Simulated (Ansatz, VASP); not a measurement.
# Cross-check of Pb between VASP and Ansatz

Aim: how closely do two programs agree when they are given the same cell, functional and k mesh? Of the first pair: The structure shown is the start of the Ansatz relaxation below; VASP solves that cell, so the two are compared at the walk's first step.

Calculated with Ansatz 0.2.0; plane waves, with VASP 6.6.1 beside it; single point at PBEsol.

## 1. Set-up

The cell holds 3 atoms: 3 Pb. Cell: a = 3.500 Å, b = 3.500 Å, c = 33.700 Å, α = 90.0°, β = 90.0°, γ = 90.0°. It derives from Pb. Vacuum lies along c. The height across the vacuum is the one that the program set for its solve, not the one typed.

## 2. Ansatz: relaxation, PBEsol

Ansatz runs on its PAW soft_1 files.

The two programs are compared at the cell with which this relaxation starts, whose forces are those of its first step.

input.yaml

```yaml
crystal:
  lattice:
    - [2.475, 2.475, 0.0]
    - [-2.475, 2.475, 0.0]
    - [0.0, 0.0, 17.95]
  atoms:
    - { symbol: Pb, position: [0.0, 0.0, 0.362117] }
    - { symbol: Pb, position: [0.5, 0.5, 0.5] }
    - { symbol: Pb, position: [0.0, 0.0, 0.637883] }
  periodic: [true, true, false]
kpoints:
  mp_grid: { grid: [12, 12, 1] }
hamiltonian:
  xc: pbesol
  pseudopotentials: { kind: paw, azcp: { folder: soft_1 }, xc_functional: pbe }
scf:
  occupations: { method: gaussian, width: 0.1 }
output:
  forces: true
  stress: true
  eigenvalues: true
  write_density: true
  write_potential: true
  elf: true
  volumetric_format: npy
relax:
  adjacent_minimum: "off"
  f_tol: 0.005
  max_steps: 80
  cell: { stress_2d_tol: 0.02 }
```

The run is started by

```
$ ansatz run input.yaml --threads 4 --pin off --max-ram 16384MiB --backend cpu --events-out ev --progress --plain --runs-dir out
```

Numbers of over 12 decimals in the logs are rounded to 6 here.

What it wrote:

```text
Warning: crystal.periodic: the lattice vector that does not repeat stood 0.000° off the slab's normal, 17.950 Å along it as the deck builds it. The run solves the slab on a vector along the normal, 33.700 Å long, with every atom where it was (on the deck's vector they left 13.00 Å outside them, and the widest stretch free of ions among them is 2.47 Å). A fractional position that the run reports is one of the run's ce [...]
crystal.periodic: the lattice vector that does not repeat stood 0.000° off the slab's normal, 17.950 Å along it as the deck builds it. The run solves the slab on a vector along the normal, 33.700 Å long, with every atom where it was (on the deck's vector they left 13.00 Å outside them, and the widest stretch free of ions among them is 2.47 Å). A fractional position that the run reports is one of the run's cell, which [...]
Engine: ansatz 0.2.0, aarch64-unknown-linux-gnu
Pseudopotentials: kind: paw
Pseudopotential: Pb, paw, valence charge 14, recommended cutoff 420 eV (normal), soft_1/Pb.paw.azcp
Functional definition: PBEsol
  exchange = pbesol_x
  correlation = pbesol_c
Crystal: 3 atoms, lattice volume = 412.867 Å³
Basis set: ecut = 420 eV, 8045 PW (Γ), exchange–correlation on 48×48×480 points (8 copies of the dense FFT grid, shifted against one another)
Bands: 26, of which v1, the nominal top of the filled ones, is band 21 counted from 1 (20 counted from 0)
Symmetry: 16 space group operations
Space group: P4/mmm (ITA 123), of the structure as read, at distance tolerance 7.4e-5 Å
k-points: 28 of 144
Non-local potential: Pb, projectors of the file, l = 0: 2, l = 1: 2, l = 2: 2, l = 3: 1
PAW form: soft (Blöchl's): semilocal exchange-correlation on the pseudo side does not see the compensation charge
PAW frozen core: Pb, regenerated for the run's functional, and the local potential with it (the file was generated under x = pbe(κ = 0.804, μ = 0.219515), c = pbe(β = 0.066725))
PAW one-centre angular grid: Pb, 590 points (default); XC on 64 Gauss nodes
Initial density: superposition of atomic densities (neutral atoms: chi_scale 0, normalization atom)
Initial wavefunctions: pseudopotential atomic-orbital guess
Functional: x = pbesol(κ = 0.804, μ = 0.123457), c = pbesol(β = 0.046)
iter 1 solved again at ethr=1.55e-3 eV; its pass at ethr=3.10e-3 eV (dr2=6.50e-1 eV) is discarded
SCF iter   1: F=—  HF=-35270.825919 eV  |F-HF|=—  |Δ(HF+E_count)|=         —  Δρ=5.08e-3  dr2=6.78e-1  ethr=1.55e-3  ⟨swp⟩=1.0  Hψ=6215  notcnv=0
preconditioner: auto → LDOS  [metal: Δε(μ)=0.015 eV  Ē_g=15.727 eV  σ=0.100 eV  W_gap=0.08  n_scr=38 (ndim 8)  ℏωp=11.8 eV  f_vac=0.711  D(μ)=3.17/eV (n_scr^D=12)  β→1.0]
SCF iter   2: F=—  HF=-35270.689348 eV  |F-HF|=—  |Δ(HF+E_count)|=   1.37e-1  Δρ=3.22e-3  dr2=5.59e-2  ethr=1.55e-3  ⟨swp⟩=4.6  Hψ=1654  notcnv=0  defer=2
SCF iter   3: F=—  HF=-35270.689370 eV  |F-HF|=—  |Δ(HF+E_count)|=   2.21e-5  Δρ=2.06e-3  dr2=2.78e-2  ethr=1.33e-4  ⟨swp⟩=3.2  Hψ=1888  notcnv=0  defer=9
[...]
Crystal: 3 atoms, lattice volume = 381.748 Å³
Basis set: ecut = 420 eV, 7473 PW (Γ), exchange–correlation on 48×48×480 points (8 copies of the dense FFT grid, shifted against one another)
iter 1 solved again at ethr=2.05e-6 eV; its pass at ethr=3.10e-3 eV (dr2=8.60e-4 eV) is discarded
SCF iter   1: F=—  HF=-35270.770936 eV  |F-HF|=—  |Δ(HF+E_count)|=         —  Δρ=3.45e-4  dr2=6.60e-4  ethr=2.05e-6  ⟨swp⟩=4.0  Hψ=5997  notcnv=0
preconditioner: auto → LDOS  [metal: Δε(μ)=0.067 eV  Ē_g=16.036 eV  σ=0.100 eV  W_gap=0.35  n_scr=32 (ndim 8)  ℏωp=12.3 eV  f_vac=0.719  D(μ)=2.98/eV (n_scr^D=12)  β→1.0]
SCF iter   2: F=—  HF=-35270.770836 eV  |F-HF|=—  |Δ(HF+E_count)|=   1.01e-4  Δρ=9.85e-5  dr2=8.29e-5  ethr=1.57e-6  ⟨swp⟩=3.1  Hψ=1383  notcnv=0
SCF iter   3: F=—  HF=-35270.770829 eV  |F-HF|=—  |Δ(HF+E_count)|=   6.17e-6  Δρ=6.86e-5  dr2=2.67e-5  ethr=1.97e-7  ⟨swp⟩=3.0  Hψ=1776  notcnv=0
SCF iter   4: F=—  HF=-35270.770822 eV  |F-HF|=—  |Δ(HF+E_count)|=   7.42e-6  Δρ=1.45e-5  dr2=7.07e-7  ethr=6.36e-8  ⟨swp⟩=2.7  Hψ=1508  notcnv=0
SCF iter   5: F=-35270.770822 eV  HF=-35270.770822 eV  |F-HF|=2.51e-8  |Δ(HF+E_count)|=   2.95e-7  Δρ=3.61e-6  dr2=1.27e-7  ethr=3.96e-10  ⟨swp⟩=20.5  Hψ=9032  notcnv=0
SCF 4 converged in 5 iterations: F = -35270.770822 eV  dr2 = 1.27e-7
relax step   4: F+E_penalty+E_count = -35270.77082221 eV  Δ(F+E_penalty+E_count) = -2.147e-3 eV  max|allowed force component| = 1.221e-2 eV/Å  Δτ_max = 0.0335 Å  P = +0.011 N/m  Ω = 381.748 Å³  energy of the carried Pulay correction = +1.203e-3 eV  fix = [c, alpha, beta]  reactions: c +0.000 N/m  (5 SCF iters, dr2 threshold 1.66e-7 eV, accepted)
[...]
relax step   5: F+E_penalty+E_count = -35270.77097608 eV  Δ(F+E_penalty+E_count) = -1.539e-4 eV  max|allowed force component| = 1.340e-3 eV/Å  Δτ_max = 0.0097 Å  P = -0.001 N/m  Ω = 381.021 Å³  energy of the carried Pulay correction = +1.233e-3 eV  fix = [c, alpha, beta]  reactions: c +0.000 N/m  (7 SCF iters, dr2 threshold 9.31e-9 eV, accepted)
[...]
relax step   6: F+E_penalty+E_count = -35270.76988531 eV  Δ(F+E_penalty+E_count) = +1.091e-3 eV  max|allowed force component| = 1.394e-3 eV/Å  Δτ_max = 0.0000 Å  P = -0.008 N/m  Ω = 381.021 Å³  fix = [c, alpha, beta]  reactions: c +0.000 N/m  stress off target by 7.90e-3 N/m on what of the cell is left free  SCF on the basis re-selected at this cell (its energy is not comparable with the rows above)  (7 SCF iters)
basis re-selected at this cell: Δ(F+E_penalty+E_count) = +1.091e-3 eV, ΔP = -0.007 N/m vs the last step (what re-selecting the basis moved, of the pressure what is left beyond the Pulay correction that the steps carried, after the strain that the cell walked since its last selection, with what the two solves' SCF thresholds leave and, on support functions, any second-order correction that the steps lacked; it is no m [...]
SCF converged after 7 iterations
Free energy (F): -35270.769885 eV
Harris-Foulkes:  -35270.769885 eV  (|F-HF|=7.28e-12)
Internal energy: -35270.754844 eV  (E = F + TS)
E sigma→0 (E₀):  -35270.762364 eV
Entropy (-TS):   -0.015042 eV (-5.014 meV/atom)
Fermi energy:    -3.796769 eV
--- Per-component energies (eV) ---
  E_band       = -729.510446
  E_kinetic    = 880.428139
  E_local      = -87995.414481  (includes V_loc(G=0)·N_el)
  E_nonlocal   = 921.929558
  E_hartree    = 43344.698032
  E_xc         = -611.982811
  E_vxc        = -413.584967  (∫ρ·V_xc dr)
  E_paw        = -30729.287222  (= ΣΔE_a)
  E_vpaw       = -812.265018  (= ΣTr[D̂ρ^β])
  E_aug_tail   = -0.000028  (compensation charges beyond the density's cutoff)
  E_ewald      = 38918.687460
  E_core_change = 0.186511  (= ΣΔE_core)
  E_smearing   = -0.015042  (= −TS)
  E_closure    = -0.000000  (closes the sum)
  Σ components = -35270.769885   (vs F -35270.769885, Δ=0.00e0)
--- Forces (eV/Å), atoms counted from 1 ---
  atom   1  Pb    -0.00000000     0.00000000    -0.00139396
  atom   2  Pb    -0.00000000     0.00000000     0.00000000
  atom   3  Pb    -0.00000000     0.00000000     0.00139396
  max |Σ_I F_I| component: 3.23e-27 eV/Å
--- 2D stress c σ (N/m, compression-positive) ---
       -0.007900      -0.000000       0.000000
       -0.000000      -0.007900       0.000000
        0.000000       0.000000       0.000000
  P = ½ c Tr σ = -0.0079 N/m
--- Band table (eV; the first three rows and the last of 28) ---
  k-point 0: bands = [... 17 lower, -12.0116, -6.5343, -3.6679, -0.9546 (-0.9553°), -0.6669 (-0.6669°), -0.6669 (-0.6669°), -0.1561 (-0.1888°), 0.3808, ... 1 higher]
  k-point 1: bands = [... 17 lower, -11.9473, -6.4308, -3.7219, -1.5294 (-1.5294°), -1.1087 (-1.1089°), -0.5530 (-0.5530°), -0.1103 (-0.1237°), -0.0470, ... 1 higher]
  k-point 2: bands = [... 17 lower, -11.7664, -6.1375, -4.2891, -2.4390, -2.4191, -0.2926 (-0.2951°), -0.2176 (-0.2176°), -0.2001, ... 1 higher]
  k-point 27: bands = [... 17 lower, -9.9983, -6.6555, -6.6555, -5.0358, -5.0358, -3.0406, -3.0406, -2.7557, ... 1 higher]
  ° read free of the cell's end (the report's vacuum.weakly_bound_levels)
--- Relaxed structure (5 steps of the walk, 5 accepted, 1 SCFs on fresh bases) ---
  F+E_penalty+E_count = -35270.76988531 eV   max|allowed force component| = 1.394e-3 eV/Å   (the final SCF, on the basis selected at the relaxed cell)
  cell:  # Å, volume = 381.0208 Å³
    - [2.377631, 2.377631, 0.0]
    - [-2.377631, 2.377631, 0.0]
    - [0.0, 0.0, 33.699999]
  atoms:
    - { symbol: Pb, position: [0, 0, 0.192646] }
    - { symbol: Pb, position: [0.5, 0.5, 0.266320] }
    - { symbol: Pb, position: [0, 0, 0.339995] }
```

Reading the cycles: dr2 is the Hartree energy of the density residual (eV), the measure of convergence; HF is the Harris–Foulkes estimate of the energy, which meets the free energy F at convergence.

## 3. VASP: single point, PBEsol, start cell, pair 1

The same cell, functional, mesh and smearing now go to VASP, with its own data sets.

Lines of VASP's logs that name or quote its potential files are left out, and so is its time.

INCAR

```
SYSTEM = Pb
PREC = Accurate
ENCUT = 400
EDIFF = 1E-06
NELM = 120
ISMEAR = 0
SIGMA = 0.1
LREAL = .FALSE.
ALGO = Normal
GGA = PS
NBANDS = 27
LORBIT = 11
LWAVE = .FALSE.
LCHARG = .FALSE.
ISIF = 2
LDIPOL = .TRUE.
IDIPOL = 3
DIPOL = 0.5 0.5 0.266
LVHAR = .TRUE.
LASPH = .TRUE.
GGA_COMPAT = .FALSE.
NELMDL = -8
KPAR = 2
```

POSCAR

```
Pb
1.0
    2.4750000000      2.4750000000      0.0000000000
   -2.4750000000      2.4750000000      0.0000000000
    0.0000000000      0.0000000000     33.6999990000
Pb
3
Direct
    0.0000000000      0.0000000000      0.1928783440
    0.5000000000      0.5000000000      0.2663204827
    0.0000000000      0.0000000000      0.3397626214
```

KPOINTS

```
Automatic mesh
0
Gamma
12 12 1
0 0 0
```

The projector-augmented-wave data sets are Pb_d (PBE family, release 64).

The run is started by

```
$ mpirun -np 2 vasp_std
```

What it wrote:

```text
[banner, memory and clock lines left out]
running    2 mpi-ranks, on    1 nodes
 distrk:  each k-point on    1 cores,    2 groups
 distr:  one band on    1 cores,    1 groups

 POSCAR found type information on POSCAR Pb
 POSCAR found :  1 types and       3 ions
|                                                                             |
|               ----> ADVICE to this user running VASP <----                  |
|                                                                             |
|     You enforced a specific xc type in the INCAR file but a different       |
|     [... a line on the potential file left out ...]
|     I HOPE YOU KNOW WHAT YOU ARE DOING!                                     |
|                                                                             |

 LDA part: xc-table for (Slater+PW92), standard interpolation
 POSCAR, INCAR and KPOINTS ok, starting setup
 FFT: planning ... GRIDC
 FFT: planning ... GRID_SOFT
 FFT: planning ... GRID
 WAVECAR not read
 entering main loop
       N       E                     dE             d eps       ncg     rms          rms(c)
DAV:   1     0.383658612101E+03    0.38366E+03   -0.16200E+04  1912   0.102E+03
DAV:   2     0.195052196110E+02   -0.36415E+03   -0.36088E+03  1725   0.366E+02
DAV:   3    -0.102200259676E+02   -0.29725E+02   -0.29501E+02  1841   0.141E+02
DAV:   4    -0.113101701931E+02   -0.10901E+01   -0.10887E+01  1810   0.385E+01
DAV:   5    -0.113440380775E+02   -0.33868E-01   -0.33865E-01  2204   0.486E+00
DAV:   6    -0.113448903827E+02   -0.85231E-03   -0.85230E-03  1973   0.800E-01
DAV:   7    -0.113449196648E+02   -0.29282E-04   -0.29282E-04  2360   0.111E-01
DAV:   8    -0.113449201235E+02   -0.45863E-06   -0.45864E-06  1722   0.137E-02    0.114E+00
DAV:   9    -0.112215208671E+02    0.12340E+00   -0.22559E-01  1947   0.678E+00    0.622E-01
DAV:  10    -0.111957424619E+02    0.25778E-01   -0.14467E-01  1785   0.360E+00    0.306E-01
DAV:  11    -0.111928095512E+02    0.29329E-02   -0.71199E-03  1889   0.109E+00    0.173E-01
DAV:  12    -0.111895497641E+02    0.32598E-02   -0.61218E-03  1828   0.558E-01    0.609E-02
DAV:  13    -0.111899491900E+02   -0.39943E-03   -0.51397E-04  1677   0.304E-01    0.411E-02
DAV:  14    -0.111902142820E+02   -0.26509E-03   -0.63885E-04  1854   0.309E-01    0.170E-02
[...]
DAV:  19    -0.111910680493E+02   -0.46774E-04   -0.40382E-06  1448   0.385E-02    0.117E-03
DAV:  20    -0.111910965595E+02   -0.28510E-04   -0.16327E-06  1208   0.997E-03    0.104E-03
DAV:  21    -0.111911143091E+02   -0.17750E-04   -0.90036E-07  1164   0.825E-03    0.477E-04
DAV:  22    -0.111911178045E+02   -0.34955E-05   -0.76209E-08  1140   0.364E-03    0.313E-04
DAV:  23    -0.111911219904E+02   -0.41859E-05   -0.14434E-07  1056   0.229E-03    0.245E-04
DAV:  24    -0.111911234795E+02   -0.14891E-05   -0.64551E-08  1098   0.368E-03    0.292E-04
DAV:  25    -0.111911246906E+02   -0.12111E-05   -0.38217E-08  1046   0.333E-03    0.773E-05
DAV:  26    -0.111911250454E+02   -0.35480E-06   -0.12047E-08  1023   0.133E-03
   1 F= -.11191125E+02 E0= -.11182507E+02  d E =-.172357E-01
```

From OUTCAR (step 3):

```text
ion  position               nearest neighbor table
   1  0.000  0.000  0.193-   2 3.50   2 3.50   2 3.50   2 3.50
   2  0.500  0.500  0.266-   3 3.50   3 3.50   3 3.50   3 3.50   1 3.50   1 3.50   1 3.50   1 3.50

  LATTYP: Found a simple tetragonal cell.
 ALAT       =     3.5001785669
 C/A-ratio  =     9.6280799268

 Subroutine GETGRP returns: Found 16 space group operations
 (whereof  8 operations were pure point group operations)

The static configuration has the point symmetry C_4v.
 The point group associated with its full space group is D_4h.

 Found     28 irreducible k-points:

   k-points           NKPTS =     28   k-points in BZ     NKDIM =     28   number of bands    NBANDS=     27

   dimension x,y,z NGX =    24 NGY =   24 NGZ =  224
   dimension x,y,z NGXF=    48 NGYF=   48 NGZF=  448

   ENCUT  =  400.0 eV  29.40 Ry    5.42 a.u.   5.71  5.71 54.96*2*pi/ulx,y,z

   NELECT =      42.0000    total number of electrons

 k-points in reciprocal lattice and weights: Automatic mesh
   0.00000000  0.00000000  0.00000000       0.007
   0.08333333  0.00000000  0.00000000       0.028
   0.16666667  0.00000000  0.00000000       0.028
   0.25000000  0.00000000  0.00000000       0.028
   0.33333333  0.00000000  0.00000000       0.028
   0.41666667  0.00000000  0.00000000       0.028
   0.50000000  0.00000000  0.00000000       0.014
   0.08333333  0.08333333  0.00000000       0.028
   0.16666667  0.08333333  0.00000000       0.056
[...]
0.50000000  0.41666667  0.00000000       0.028
   0.50000000  0.50000000  0.00000000       0.007

 dipolmoment           0.000000      0.000000      0.000003 electrons x Angstroem

 average (electrostatic) potential at core
       1 -98.6592       2 -98.5248       3 -98.6592

 E-fermi :  -1.3814

 k-point     1 :       0.0000    0.0000    0.0000
  band No.  band energies     occupation
    ...
     15     -18.1046      2.00000
     16     -12.6464      2.00000
     17     -11.2483      2.00000
     18      -9.2613      2.00000
     19      -3.6928      2.00000
     20      -1.1253      0.00029
     21       1.2626      0.00000
     22       1.2626      0.00000
     23       1.4684      0.00000
     24       2.2233      0.00000
    ...

 k-point     2 :       0.0833    0.0000    0.0000
  band No.  band energies     occupation
    ...
     15     -18.1033      2.00000
     16     -12.5581      2.00000
     17     -11.1683      2.00000
     18      -9.2116      2.00000
     19      -3.6037      2.00000
     20      -1.2491      0.06130
     21       0.6155      0.00000
     22       1.1188      0.00000
     23       1.3627      0.00000
     24       2.1356      0.00000
    ...

 k-point     3 :       0.1667    0.0000    0.0000
  band No.  band energies     occupation
    ...
     16     -12.2941      2.00000
     17     -10.9324      2.00000
     18      -9.0776      2.00000
     19      -3.3573      2.00000
     20      -1.9598      2.00000
     21      -0.2386      0.00000
     22       0.0296      0.00000
     23       1.6576      0.00000
     24       1.9665      0.00000
     25       2.1578      0.00000
    ...

  Total       -2.2349069     -2.2349069     -1.1282488      0.0000000      0.0000000     -0.0000000
  in kB       -8.6728077     -8.6728077     -4.3782967      0.0000000      0.0000000     -0.0000000
  external PRESSURE =      -7.2413041 kB  Pullay stress =       0.0000000 kB

  energy-cutoff  :      400.00
  volume of cell :      412.87
      direct lattice vectors                 reciprocal lattice vectors
     2.475000000  2.475000000  0.000000000     0.202020202  0.202020202  0.000000000
    -2.475000000  2.475000000  0.000000000    -0.202020202  0.202020202  0.000000000
     0.000000000  0.000000000 33.699999000     0.000000000  0.000000000  0.029673591

 POSITION                                       TOTAL-FORCE (eV/Angst)
 -----------------------------------------------------------------------------------
      0.00000      0.00000      6.50000         0.000000      0.000000      0.219288
      0.00000      2.47500      8.97500         0.000000      0.000000      0.000000
      0.00000      0.00000     11.45000         0.000000      0.000000     -0.219288
 -----------------------------------------------------------------------------------
    total drift:                               -0.000000      0.000000      0.000184

  FREE ENERGIE OF THE ION-ELECTRON SYSTEM (eV)
  ---------------------------------------------------
  free  energy   TOTEN  =       -11.1911250454 eV

  energy  without entropy=      -11.1738893940  energy(sigma->0) =      -11.18250722

 vacuum level on the upper side and lower side of the slab         2.415         2.415

 total charge
# of ion       s       p       d       tot
------------------------------------------
    1        1.385   0.712   9.801  11.899
    2        1.396   0.739   9.808  11.943
    3        1.385   0.712   9.801  11.899
--------------------------------------------------
tot          4.167   2.164  29.410  35.741

[... 3 further parts left out ...]
```

The run ends at a pressure of -0.72 GPa, with forces up to 0.22 eV/Å.

(Continued in part 2 of 2.)

[Lines on the potential files, build, host, timing and source positions are cut from VASP's logs without a mark.]

[Logs are printed without paths, hosts, clocks, repeated set-up lines and the standing remarks that a program may print on its own settings, such as how far it seeks lower states.]

[Hosts, paths, dates, database ids (printed as entryN), source tags and the programs' standing remarks are cut or masked in the printed files.]
